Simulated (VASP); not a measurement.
Energy against volume of Rb (bcc). Level of theory: PBE GGA with D3 dispersion (zero damping), VASP's PBE PAW potentials (set 64) (plane waves; VASP). Settings: 520 eV cut-off, 9×9×9 Γ-centred mesh, first-order Methfessel-Paxton smearing of 0.10 eV, potentials Rb_sv.

| V (Å³/atom) | E (eV/atom) |
|---|---|
| 83.487 | -1.06347 |
| 86.152 | -1.06599 |
| 88.816 | -1.06665 |
| 91.481 | -1.06567 |

Question: Fit these four points and predict the energy of the run at 94.145 Å³/atom.

Answer: A cubic in V^(−2/3), the third-order Birch-Murnaghan form, passes through the four points with V0 = 88.50 Å³/atom and B0 = 3 GPa, and gives -1.0632 eV/atom there. The run gave -1.0632 eV/atom, +0.0 meV/atom from the fit; all five points give B0 = 3 GPa.

The compound is Rb in the bcc structure. It was relaxed first.
